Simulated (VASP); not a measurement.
These are PBE GGA, VASP's PBE PAW potentials (set 64) (plane waves; VASP) values and carry that method's errors.

A VASP calculation is set up with these files.

KPOINTS:
```
Automatic mesh
0
Gamma
7 7 7
0 0 0
```

**POSCAR**
```
CdS
5.820
  0.0000000000   0.5000000000   0.5000000000
  0.5000000000   0.0000000000   0.5000000000
  0.5000000000   0.5000000000   0.0000000000
Cd S
1 1
Cart
  0.0000000000   0.0000000000   0.0000000000
  0.2500000000   0.2500000000   0.2500000000
```

INCAR:
```
SYSTEM = CdS
PREC = Normal
ENCUT = 400
EDIFF = 1E-6
NELM = 100
ALGO = Normal
LREAL = .FALSE.
LASPH = .TRUE.
ISMEAR = 0
SIGMA = 0.05
GGA = PE
LMAXMIX = 4
LWAVE = .FALSE.
LCHARG = .FALSE.
ISIF = 2
```

POTCAR, in this order: Cd S (PBE.64 set). Program: vasp_std.

Q: What does the run give for the energy per atom (σ→0), pressure, band gap (on the k-mesh)?

A: 
energy per atom (σ→0): -3.055 eV/atom
band gap (on the k-mesh): 1.16 eV
pressure: 3.26 GPa

**OSZICAR**
```
...
DAV:   8    -0.611057274236E+01   -0.16071E-03   -0.21805E-02   555   0.226E+00    0.320E-01
DAV:   9    -0.611036454179E+01    0.20820E-03   -0.29279E-03   600   0.925E-01    0.829E-02
DAV:  10    -0.611050571031E+01   -0.14117E-03   -0.29654E-04   545   0.186E-01    0.770E-02
DAV:  11    -0.611058064072E+01   -0.74930E-04   -0.11239E-04   533   0.122E-01    0.214E-02
DAV:  12    -0.611057349394E+01    0.71468E-05   -0.50861E-05   619   0.104E-01    0.877E-03
DAV:  13    -0.611057462210E+01   -0.11282E-05   -0.47836E-06   530   0.184E-02    0.531E-03
DAV:  14    -0.611057458148E+01    0.40621E-07   -0.12788E-07   315   0.320E-03
   1 F= -.61105746E+01 E0= -.61105746E+01  d E =-.340111E-12
```

The compound is CdS in the zinc blende structure, a metastable form; wurtzite is the usual one. The cell was not relaxed at this level. The run is one of a series of settings (PREC = Normal against the base run), some of them coarse on purpose.
